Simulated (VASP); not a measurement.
# Ca3ZrN3 (Pm-3m) in VASP: density of states with PBE

Aim: the density of states of Ca3ZrN3 with PBE.

All numbers are computed with VASP 6.6.1; they aren't measurements. Logs are shortened: lines on timing, memory, paths and dates and some standing lists are left out, and cuts for length are marked.

## (1) The crystal as given

It takes space group Pm-3m (No. 221, cubic). Conventional cell: a = 4.800 Å, b = 4.800 Å, c = 4.800 Å, α = 90.00°, β = 90.00°, γ = 90.00°. Around Ca (site symmetry 4/mmm) lie 4 N at 2.40 Å. Zr (site symmetry m-3m) has 6 N at 2.40 Å as nearest neighbours. Around N (site symmetry 4/mmm) lie 4 Ca at 2.40 Å and 2 Zr at 2.40 Å.

The cell was built by a generator and needn't be a form met in nature.

## (2) Density of states, PBE

Contents of POSCAR:

```
Ca3ZrN3                                 
1.0
    4.8001502298      0.0000000000      0.0000000000
    0.0000000000      4.8001502298      0.0000000000
    0.0000000000      0.0000000000      4.8001502298
  Ca              Zr              N             
     3     1     3
Direct
     0.0000000000000000    0.5000000000000000    0.5000000000000000
     0.5000000000000000    0.0000000000000000    0.5000000000000000
     0.5000000000000000    0.5000000000000000    0.0000000000000000
     0.0000000000000000    0.0000000000000000    0.0000000000000000
     0.5000000000000000    0.0000000000000000    0.0000000000000000
     0.0000000000000000    0.5000000000000000    0.0000000000000000
     0.0000000000000000    0.0000000000000000    0.5000000000000000
```

Contents of INCAR.step1:

```
SYSTEM = Ca3ZrN3
ALGO = Normal
EDIFF = 1E-7
ENCUT = 520
GGA = PE
ISIF = 2
ISMEAR = 0
KPAR = 2
LASPH = .TRUE.
LCHARG = .TRUE.
LMAXMIX = 4
LREAL = .FALSE.
LWAVE = .FALSE.
NBANDS = 38
NELM = 100
PREC = Accurate
SIGMA = 0.1
```

Contents of KPOINTS.step1:

```
k-points
0
G
  6 6 6
  0 0 0
```

Contents of INCAR.step2:

```
SYSTEM = Ca3ZrN3
ALGO = Normal
EDIFF = 1E-7
ENCUT = 520
GGA = PE
ICHARG = 11
ISIF = 2
ISMEAR = -5
KPAR = 2
LASPH = .TRUE.
LCHARG = .FALSE.
LMAXMIX = 4
LORBIT = 11
LREAL = .FALSE.
LWAVE = .FALSE.
NBANDS = 38
NEDOS = 2001
NELM = 100
PREC = Accurate
SIGMA = 0.1
```

Contents of KPOINTS.step2:

```
k-points
0
G
  9 9 9
  0 0 0
```

Potentials or basis: VASP PAW PBE potentials, release 64 (Ca_sv, Zr_sv, N).

On the command line:

```sh
$ cat potpaw_PBE.64/Ca_sv/POTCAR potpaw_PBE.64/Zr_sv/POTCAR potpaw_PBE.64/N/POTCAR > POTCAR
$ cp INCAR.step1 INCAR
$ cp KPOINTS.step1 KPOINTS
$ mpirun -np 2 vasp_std > vasp.out
$ cp INCAR.step2 INCAR
$ cp KPOINTS.step2 KPOINTS
$ mpirun -np 2 vasp_std > vasp.out
```

OUTCAR:

```text
SYSTEM = Ca3ZrN3
   EDIFF = 1E-7
   ENCUT = 520
   GGA = PE
   ICHARG = 11
   ISIF = 2
   ISMEAR = -5
   LASPH = .TRUE.
   LORBIT = 11
   LREAL = .FALSE.
   NELM = 100
   PREC = Accurate

 ion  position               nearest neighbor table
   1  0.000  0.500  0.500-   6 2.40   7 2.40   6 2.40   7 2.40   4 3.39   4 3.39   4 3.39   4 3.39

   2  0.500  0.000  0.500-   5 2.40   7 2.40   5 2.40   7 2.40   4 3.39   4 3.39   4 3.39   4 3.39

   3  0.500  0.500  0.000-   5 2.40   6 2.40   5 2.40   6 2.40   4 3.39   4 3.39   4 3.39   4 3.39

   4  0.000  0.000  0.000-   5 2.40   6 2.40   7 2.40   7 2.40   6 2.40   5 2.40   1 3.39   2 3.39
                             1 3.39   1 3.39   3 3.39   2 3.39   1 3.39   2 3.39   3 3.39   3 3.39
   5  0.500  0.000  0.000-   2 2.40   3 2.40   4 2.40   2 2.40   3 2.40   4 2.40
   6  0.000  0.500  0.000-   1 2.40   3 2.40   4 2.40   1 2.40   4 2.40   3 2.40
   7  0.000  0.000  0.500-   1 2.40   2 2.40   4 2.40   4 2.40   1 2.40   2 2.40

  LATTYP: Found a simple cubic cell.
 ALAT       =     4.8001502298

  Lattice vectors:

 A1 = (   4.8001502298,   0.0000000000,   0.0000000000)
 A2 = (   0.0000000000,   4.8001502298,   0.0000000000)
 A3 = (   0.0000000000,   0.0000000000,   4.8001502298)

Analysis of symmetry for initial positions (statically):
=====================================================================
 Subroutine PRICEL returns:
 Original cell was already a primitive cell.

 Routine SETGRP: Setting up the symmetry group for a
 simple cubic supercell.

 Subroutine GETGRP returns: Found 48 space group operations
 (whereof 48 operations were pure point group operations)
 out of a pool of 48 trial point group operations.

The static configuration has the point symmetry O_h .

Analysis of symmetry for dynamics (positions and initial velocities):
=====================================================================
 Subroutine PRICEL returns:
 Original cell was already a primitive cell.

 Routine SETGRP: Setting up the symmetry group for a
 simple cubic supercell.

 Subroutine GETGRP returns: Found 48 space group operations
 (whereof 48 operations were pure point group operations)
 out of a pool of 48 trial point group operations.

The dynamic configuration has the point symmetry O_h .

 Subroutine INISYM returns: Found 48 space group operations
 (whereof 48 operations are pure point group operations),
 and found     1 'primitive' translations

----------------------------------------------------------------------------------------

                                     Primitive cell

  volume of cell :     110.6024

  direct lattice vectors                    reciprocal lattice vectors
     4.800150230  0.000000000  0.000000000     0.208326813  0.000000000  0.000000000
     0.000000000  4.800150230  0.000000000     0.000000000  0.208326813  0.000000000
     0.000000000  0.000000000  4.800150230     0.000000000  0.000000000  0.208326813

  length of vectors
     4.800150230  4.800150230  4.800150230     0.208326813  0.208326813  0.208326813

  position of ions in fractional coordinates (direct lattice)
     0.000000000  0.500000000  0.500000000
     0.500000000  0.000000000  0.500000000
     0.500000000  0.500000000  0.000000000
     0.000000000  0.000000000  0.000000000
     0.500000000  0.000000000  0.000000000
     0.000000000  0.500000000  0.000000000
     0.000000000  0.000000000  0.500000000

  ion indices of the primitive-cell ions
   primitive index   ion index
                 1           1
                 2           2
                 3           3
                 4           4
                 5           5
                 6           6
                 7           7

----------------------------------------------------------------------------------------

 KPOINTS: k-points

Automatic generation of k-mesh.
 Grid dimensions read from file:
 generate k-points for:    9    9    9

 Generating k-lattice:

  Cartesian coordinates                     Fractional coordinates (reciprocal lattice)
     0.023147424  0.000000000  0.000000000     0.111111111  0.000000000  0.000000000
     0.000000000  0.023147424  0.000000000     0.000000000  0.111111111  0.000000000
     0.000000000  0.000000000  0.023147424     0.000000000  0.000000000  0.111111111

  Length of vectors
     0.023147424  0.023147424  0.023147424

  Shift w.r.t. Gamma in fractional coordinates (k-lattice)
     0.000000000  0.000000000  0.000000000

 TETIRR: Found    353 inequivalent tetrahedra from     4374

 Subroutine IBZKPT returns following result:
 ===========================================

 Found     35 irreducible k-points:

 Following reciprocal coordinates:
            Coordinates               Weight
  0.000000  0.000000  0.000000      1.000000
  0.111111  0.000000  0.000000      6.000000
  0.222222  0.000000  0.000000      6.000000
  0.333333  0.000000  0.000000      6.000000
  0.444444  0.000000  0.000000      6.000000
  0.111111  0.111111  0.000000     12.000000
[... 16 lines left out ...]
  0.333333  0.333333  0.111111     24.000000
  0.444444  0.333333  0.111111     48.000000
 [... further k-points ...]
   k-points           NKPTS =     35   k-points in BZ     NKDIM =     35   number of bands    NBANDS=     38
   number of dos      NEDOS =   2001   number of ions     NIONS =      7
   total plane-waves  NPLWV =  46656
   dimension x,y,z NGX =    36 NGY =   36 NGZ =   36
   dimension x,y,z NGXF=    72 NGYF=   72 NGZF=   72
   ions per type =               3   1   3
   NGX,Y,Z   is equivalent  to a cutoff of  12.47, 12.47, 12.47 a.u.
   NGXF,Y,Z  is equivalent  to a cutoff of  24.94, 24.94, 24.94 a.u.
 SYSTEM =  Ca3ZrN3
   PREC   = accura    normal or accurate (medium, high low for compatibility)
   ISTART =      0    job   : 0-new  1-cont  2-samecut
   ICHARG =     11    charge: 1-file 2-atom 10-const
   ISPIN  =      1    spin polarized calculation?
   LNONCOLLINEAR =      F non collinear calculations
   LSORBIT =      F    spin-orbit coupling
   LASPH  =      T    aspherical Exc in radial PAW
   ENCUT  =  520.0 eV  38.22 Ry    6.18 a.u.   8.93  8.93  8.93*2*pi/ulx,y,z
   NELM   =    100;   NELMIN=  2; NELMDL=  0     # of ELM steps
   EDIFF  = 0.1E-06   stopping-criterion for ELM
   LREAL  =      F    real-space projection
   EDIFFG = 0.1E-05   stopping-criterion for IOM
   NSW    =      0    number of steps for IOM
   IBRION =     -1    ionic relax: 0-MD 1-quasi-New 2-CG
   NFREE  =      0    steps in history (QN), initial steepest desc. (CG)
   ISIF   =      2    stress and relaxation
   ISYM   =      2    0-nonsym 1-usesym 2-fastsym
   POTIM  = 0.5000    time-step for ionic-motion
   TEBEG  =    0.0;   TEEND  =   0.0 temperature during run
   PSTRESS=    0.0 pullay stress
   NELECT =      57.0000    total number of electrons
   NUPDOWN=      -1.0000    fix difference up-down
   EMIN   =  10.00;   EMAX   =-10.00  energy-range for DOS
   EFERMI =   0.00;   METHOD = LEGACY
   ISMEAR =    -5;   SIGMA  =   0.10  broadening in eV -4-tet -1-fermi 0-gaus
   EFERMI_NEDOS =   21; number of points for ismear=-14 and -15
   IALGO  =     38    algorithm
   IMIX   =      4    mixing-type and parameters
     AMIX     =   0.40;   BMIX     =  1.00
     AMIX_MAG =   1.60;   BMIX_MAG =  1.00
  volume/ion in A,a.u.               =      15.80       106.63
  Fermi-wavevector in a.u.,A,eV,Ry     =   1.312537  2.480336 23.439490  1.722754
  Thomas-Fermi vector in A             =   2.442923
   LORBIT       =     11    0 simple, 1 ext, 2 COOP (PROOUT), +10 PAW based schemes
   GGA     = PE    functional components
   LHFCALC =     F    Hartree Fock is set to
   AEXX    =    0.0000 exact exchange contribution
   IVDW    =     0    specifies the selected vdW correction
   LEPSILON=     F    determine dielectric tensor
   LRPA    =     F    only Hartree local field effects (RPA)
 non-spin polarized calculation
 Fermi weights with tetrahedron method with Bloechl corrections
  energy-cutoff  :      520.00
  volume of cell :      110.60
 maximum number of plane-waves:      2999
 NGX is ok and might be reduce to    36

 number of electron      56.9999976 magnetization

 Free energy of the ion-electron system (eV)
  ---------------------------------------------------
  ext. energy  EPLUGINS =         0.00000000
  ---------------------------------------------------
  free energy    TOTEN  =       -46.35868150 eV

  energy without entropy =      -46.35868150  energy(sigma->0) =      -46.35868150

 E-fermi :   5.3925     XC(G=0): -10.5337

 val. band max:        5.3734955288   @ k =   0.3333   0.2222   0.2222
 cond. band min:       5.3775325763   @ k =   0.0000   0.0000   0.0000
 fundamental gap:      0.0040370475
 Fermi energy:         5.3925458510

 k-point     1 :       0.0000    0.0000    0.0000
  band No.  band energies     occupation
      1     -43.8471      2.00000
      2     -34.1637      2.00000
      3     -34.0650      2.00000
      4     -34.0650      2.00000
      5     -21.8400      2.00000
      6     -21.8400      2.00000
[... 30 lines left out ...]
     37       8.8881      0.00000
     38      10.3692      0.00000

 k-point     2 :       0.1111    0.0000    0.0000
  band No.  band energies     occupation
      1     -43.8471      2.00000
      2     -34.1611      2.00000
      3     -34.0677      2.00000
      4     -34.0650      2.00000
      5     -21.8422      2.00000
      6     -21.8398      2.00000
[... 30 lines left out ...]
     37       9.2061      0.00000
     38      10.4867      0.00000

 k-point     3 :       0.2222    0.0000    0.0000
  band No.  band energies     occupation
      1     -43.8470      2.00000
      2     -34.1536      2.00000
      3     -34.0751      2.00000
      4     -34.0647      2.00000
      5     -21.8476      2.00000
      6     -21.8390      2.00000
[... 30 lines left out ...]
     37       9.6011      0.00000
     38      10.2725      0.00000

 k-point     4 :       0.3333    0.0000    0.0000
  band No.  band energies     occupation
      1     -43.8469      2.00000
      2     -34.1429      2.00000
      3     -34.0859      2.00000
      4     -34.0645      2.00000
      5     -21.8538      2.00000
      6     -21.8382      2.00000
[... 30 lines left out ...]
     37       9.2586      0.00000
     38      10.1303      0.00000
[... 703 lines left out ...]
      4     -34.0734      2.00000
      5     -21.8597      2.00000
      6     -21.8478      2.00000
[... 30 lines left out ...]
     37       9.7245      0.00000
     38      10.2818      0.00000

 k-point    23 :       0.3333    0.3333    0.1111
  band No.  band energies     occupation
      1     -43.8466      2.00000
      2     -34.1239      2.00000
      3     -34.0892      2.00000
      4     -34.0790      2.00000
      5     -21.8568      2.00000
      6     -21.8547      2.00000
[... 30 lines left out ...]
     37       9.7945      0.00000
     38      10.5163      0.00000

 k-point    24 :       0.4444    0.3333    0.1111
  band No.  band energies     occupation
      1     -43.8466      2.00000
      2     -34.1148      2.00000
      3     -34.0956      2.00000
      4     -34.0813      2.00000
      5     -21.8609      2.00000
      6     -21.8562      2.00000
[... 30 lines left out ...]
     37      10.0596      0.00000
     38      10.3998      0.00000

 [... further k-points ...]

------------------------ aborting loop because EDIFF is reached ----------------------------------------

  FORCE on cell =-STRESS in cart. coord.  units (eV):
  Direction    XX          YY          ZZ          XY          YZ          ZX
  --------------------------------------------------------------------------------------
  -------------------------------------------------------------------------------------
  Total       -0.1201927     -0.1201927     -0.1201927     -0.0000000      0.0000000      0.0000000
  in kB       -1.7411023     -1.7411023     -1.7411023     -0.0000000      0.0000000      0.0000000
  external PRESSURE =      -1.7411023 kB  Pullay stress =       0.0000000 kB

 VOLUME and BASIS-vectors are now :
 -----------------------------------------------------------------------------
  energy-cutoff  :      520.00
  volume of cell :      110.60
      direct lattice vectors                 reciprocal lattice vectors
     4.800150230  0.000000000  0.000000000     0.208326813  0.000000000  0.000000000
     0.000000000  4.800150230  0.000000000     0.000000000  0.208326813  0.000000000
     0.000000000  0.000000000  4.800150230     0.000000000  0.000000000  0.208326813

 POSITION                                       TOTAL-FORCE (eV/Angst)
 -----------------------------------------------------------------------------------
      0.00000      2.40008      2.40008         0.000000      0.000000      0.000000
      2.40008      0.00000      2.40008         0.000000      0.000000      0.000000
      2.40008      2.40008      0.00000         0.000000      0.000000      0.000000
      0.00000      0.00000      0.00000         0.000000      0.000000      0.000000
      2.40008      0.00000      0.00000         0.000000      0.000000      0.000000
      0.00000      2.40008      0.00000         0.000000      0.000000      0.000000
      0.00000      0.00000      2.40008         0.000000      0.000000      0.000000
 -----------------------------------------------------------------------------------
    total drift:                                0.000000      0.000000      0.000000

  FREE ENERGIE OF THE ION-ELECTRON SYSTEM (eV)
  ---------------------------------------------------
  free  energy   TOTEN  =       -46.3586814982 eV

  energy  without entropy=      -46.3586814982  energy(sigma->0) =      -46.35868150

 total charge

# of ion       s       p       d       tot
------------------------------------------
    1        2.062   5.877   0.364   8.303
    2        2.062   5.877   0.364   8.303
    3        2.062   5.877   0.364   8.303
    4        2.159   6.012   1.360   9.531
    5        1.249   2.382   0.000   3.631
    6        1.249   2.382   0.000   3.631
    7        1.249   2.382   0.000   3.631
--------------------------------------------------
tot         12.091  30.791   2.452  45.333
```

It took 86 s on 2 MPI ranks of Intel Xeon Platinum 8488C (Sapphire Rapids), shared host; peak memory 0.26 GiB.

What came out:

| Quantity | Value |
| --- | --- |
| Valence electrons inside the program's atomic spheres | Ca 8.30; Zr 9.53; N 3.63 |

Levels at points of the mesh, in eV from the Fermi level:
```csv
k point,band 26,band 27,band 28,band 29,band 30,band 31,band 32,band 33
"(0.00, 0.00, 0.00)",-0.83,-0.62,-0.62,-0.62,-0.02,-0.02,-0.02,3.21
```

States per cell in windows of 0.5 eV (zero at the Fermi level; states under -8 eV left out):
| from (eV) | total | Zr4_d | N5_p | N6_p | N7_p | Ca1_d | Ca2_d |
| --- | --- | --- | --- | --- | --- | --- | --- |
| -8.0 | 0.00 | 0.00 | 0.00 | 0.00 | 0.00 | 0.00 | 0.00 |
| -7.5 | 0.00 | 0.00 | 0.00 | 0.00 | 0.00 | 0.00 | 0.00 |
| -7.0 | 0.00 | 0.00 | 0.00 | 0.00 | 0.00 | 0.00 | 0.00 |
| -6.5 | 0.00 | 0.00 | 0.00 | 0.00 | 0.00 | 0.00 | 0.00 |
| -6.0 | 0.00 | 0.00 | 0.00 | 0.00 | 0.00 | 0.00 | 0.00 |
| -5.5 | 0.00 | 0.00 | 0.00 | 0.00 | 0.00 | 0.00 | 0.00 |
| -5.0 | 0.03 | 0.00 | 0.00 | 0.00 | 0.00 | 0.00 | 0.00 |
| -4.5 | 0.37 | 0.01 | 0.04 | 0.04 | 0.04 | 0.01 | 0.01 |
| -4.0 | 1.87 | 0.17 | 0.20 | 0.20 | 0.20 | 0.02 | 0.02 |
| -3.5 | 2.54 | 0.31 | 0.29 | 0.29 | 0.29 | 0.02 | 0.02 |
| -3.0 | 3.08 | 0.30 | 0.38 | 0.38 | 0.38 | 0.03 | 0.03 |
| -2.5 | 3.13 | 0.18 | 0.40 | 0.40 | 0.40 | 0.04 | 0.04 |
| -2.0 | 4.87 | 0.22 | 0.69 | 0.69 | 0.69 | 0.13 | 0.13 |
| -1.5 | 1.93 | 0.08 | 0.30 | 0.30 | 0.30 | 0.03 | 0.03 |
| -1.0 | 0.52 | 0.01 | 0.06 | 0.06 | 0.06 | 0.02 | 0.02 |
| -0.5 | 0.72 | 0.01 | 0.02 | 0.02 | 0.02 | 0.05 | 0.05 |
| 0.0 | 0.84 | 0.06 | 0.02 | 0.02 | 0.02 | 0.05 | 0.05 |
| 0.5 | 0.84 | 0.20 | 0.02 | 0.02 | 0.02 | 0.04 | 0.04 |
| 1.0 | 0.75 | 0.26 | 0.03 | 0.03 | 0.03 | 0.03 | 0.03 |
| 1.5 | 1.14 | 0.35 | 0.04 | 0.04 | 0.04 | 0.06 | 0.06 |
| 2.0 | 2.00 | 0.49 | 0.06 | 0.06 | 0.06 | 0.15 | 0.15 |
| 2.5 | 3.54 | 0.79 | 0.12 | 0.12 | 0.12 | 0.32 | 0.32 |
| 3.0 | 1.89 | 0.48 | 0.04 | 0.04 | 0.04 | 0.17 | 0.17 |
| 3.5 | 2.70 | 1.00 | 0.03 | 0.03 | 0.03 | 0.23 | 0.23 |
| 4.0 | 1.92 | 0.71 | 0.02 | 0.02 | 0.02 | 0.16 | 0.16 |
| 4.5 | 1.80 | 0.26 | 0.05 | 0.05 | 0.05 | 0.24 | 0.24 |
| 5.0 | 1.26 | 0.16 | 0.04 | 0.04 | 0.04 | 0.18 | 0.18 |
| 5.5 | 0.41 | 0.04 | 0.01 | 0.01 | 0.01 | 0.06 | 0.06 |
| 6.0 | 0.00 | 0.00 | 0.00 | 0.00 | 0.00 | 0.00 | 0.00 |
| 6.5 | 0.00 | 0.00 | 0.00 | 0.00 | 0.00 | 0.00 | 0.00 |
| 7.0 | 0.00 | 0.00 | 0.00 | 0.00 | 0.00 | 0.00 | 0.00 |
| 7.5 | 0.00 | 0.00 | 0.00 | 0.00 | 0.00 | 0.00 | 0.00 |

Caveat: tetrahedron occupations give inexact forces and stress in metals.
